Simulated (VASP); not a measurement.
Data:

```yaml
crystal:
  lattice:
    - [1.84131, -3.18924, 0.00000]
    - [1.84131, 3.18924, 0.00000]
    - [0.00000, 0.00000, 7.07861]
  atoms:
    - { symbol: Zr, position: [0.00000, 0.00000, 0.00000] }
    - { symbol: S, position: [0.33333, 0.66667, 0.20510] }
    - { symbol: S, position: [0.66667, 0.33333, 0.79490] }
```

Method: TPSS meta-GGA, VASP's PBE PAW potentials (set 64) (plane waves; VASP 6.6.1). Settings: 520 eV cut-off, 8×8×4 Γ-centred mesh, tetrahedra with Blöchl corrections, potentials Zr_sv S.

The cores are frozen, which limits the accuracy of field gradients. Without a dispersion term in the relaxation, distances and binding between the weakly bound layers, chains or molecules are unreliable, and so is what depends on them.

Task: Give the principal components of the electric field gradient (V/Å²) and the asymmetry η at each nucleus.

Result: 
| atom | Vxx | Vyy | Vzz | η |
|---|---|---|---|---|
| Zr1 | 4.8 | 4.8 | -9.6 | 0.00 |
| S2 | 1.6 | 1.6 | -3.3 | 0.00 |
| S3 | 1.6 | 1.6 | -3.3 | 0.00 |

The compound is ZrS2 in the 1T layered structure. It was relaxed first, which changed the volume by +23 %.
